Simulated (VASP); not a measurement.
An input for Ansatz (written as the equivalent of a VASP run, and not itself run):

Ansatz 0.2 input:
```yaml
crystal:
  lattice:
    - [1.4989860, -2.6475740, 0.0000000]
    - [1.4989860, 2.6475740, 0.0000000]
    - [0.0000000, 0.0000000, 3.6252630]
  atoms:
    - { symbol: Mg, position: [0.0000000, 0.0000000, 0.0000000] }
    - { symbol: B, position: [0.3333330, 0.6666670, 0.5000000] }
    - { symbol: B, position: [0.6990050, 0.3656710, 0.5000000] }
kpoints:
  mp_grid: { grid: [11, 11, 8] }
hamiltonian:
  xc: pbe
  pseudopotentials: { kind: paw }
scf:
  occupations: { method: methfessel_paxton, width: 0.1 }
  max_iter: 100
output: { forces: true, stress: true, eigenvalues: true }
```

Q: Translate this input to VASP (INCAR, KPOINTS, POSCAR, choice of POTCAR).

A: One answer among several that fit: 
**INCAR**
```
SYSTEM = MgB2
PREC = Accurate
ENCUT = 520
EDIFF = 1E-6
NELM = 100
ALGO = Normal
LREAL = .FALSE.
LASPH = .TRUE.
ISMEAR = 1
SIGMA = 0.1
GGA = PE
LWAVE = .FALSE.
LCHARG = .FALSE.
ISIF = 2
```

File KPOINTS:
```
kpoints
0
G
11 11 8
0 0 0
```

**POSCAR**
```
MgB2
7.2505260
  0.2067416902  -0.3651561280   0.0000000000
  0.2067416902   0.3651561280   0.0000000000
  0.0000000000   0.0000000000   0.5000000000
Mg B
1 2
Cartesian
  0.0000000000   0.0000000000   0.0000000000
  0.2067416902   0.1217189528   0.2500000000
  0.2201129157  -0.1217189528   0.2500000000
```

POTCAR, in this order: Mg B (PBE.64 set). Program: vasp_std.

Limits of the translation: each code has its own PAW files, so the cut-off isn't converted (ENCUT is set for VASP's; basis.ecutwfc is left out, and Ansatz then takes the one that its files recommend); Ansatz stops its SCF on the density residual and VASP on the energy change (EDIFF).

The compound is MgB2 in the AlB2 type structure. The cell was not relaxed at this level, atoms are displaced from their ideal sites.
